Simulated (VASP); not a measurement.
Given:

```
AlW
1.0
    0.00000     2.54160     2.54160
    2.54160     0.00000     2.54160
    2.54160     2.54160     0.00000
W Al
1 1
Cartesian
  0.00000   0.00000   0.00000
  2.54160   2.54160   2.54160
```

Method: PBEsol GGA, VASP's PBE PAW potentials (set 64) (plane waves; VASP). Numerical set-up: 400 eV cut-off, Gaussian smearing of 0.050 eV, potentials W_sv Al.

Question: Give the energies of bands 5 to 11 at the high-symmetry points, in eV from the Fermi level.

Answer: 
```tsv
band	Γ	X	U	L	W
5	-10.09	-6.56	-5.83	-6.18	-5.63
6	-1.68	-3.63	-4.07	-5.01	-3.42
7	-1.68	-2.96	-3.21	-2.71	-3.42
8	-1.68	0.09	-1.47	-2.71	-2.80
9	-1.02	1.44	-0.32	0.92	0.84
10	-1.02	1.55	1.06	0.92	1.56
11	5.50	1.55	2.55	1.86	2.08
```

It has no gap at this level: it comes out as a metal or semimetal.

The structure was generated: WAl was put into the rock salt type (Fm-3m), which need not be its known phase. It was relaxed first, which changed the volume by -42 %. The electron count is odd and the run is not spin-polarised, which forces a metal.
